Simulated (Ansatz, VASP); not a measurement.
Two plane-wave programs on Li3SbO2

```
CELL_PARAMETERS angstrom
3.29197 0.00000 0.00000
-1.64599 2.85093 0.00000
0.00000 0.00000 7.60217
ATOMIC_POSITIONS crystal
Li 0.66667 0.33333 0.28229
Li 0.33333 0.66667 0.50000
Li 0.66667 0.33333 0.71771
Sb 0.00000 0.00000 0.00000
O 0.00000 0.00000 0.30996
O 0.00000 0.00000 0.69004
```

The cell was built by a generator and needn't be a form met in nature.

Alike in both runs: task single point; functional PBE; k mesh 15 × 15 × 6; occupations gaussian, width 0.1 eV; no spin polarisation.

```csv
,VASP,Ansatz
version,VASP 6.6.1,Ansatz 0.2.0
potentials or method,"VASP PAW PBE potentials, release 64 (Li_sv, Sb, O)","scalar-relativistic, plane waves, PAW"
plane-wave cutoff (eV),520,420
valence electrons in the cell,26,36
```

```tsv
	VASP	Ansatz	Ansatz less VASP
gap on the k mesh at the Fermi level (eV)	none	none	-
rms of the force components (eV/Å)	0.007	0.000	-0.0069
```

Atom by atom the forces differ by 0.007 eV/Å (rms over components). A gap of «none» marks a metal or a gap that the smearing closes. The functional is the same, so the differences come from potentials, cutoffs and numerics. The two sets of potentials don't hold the same shells in valence.

 Spin-orbit coupling is left out, which matters for the levels of Sb.
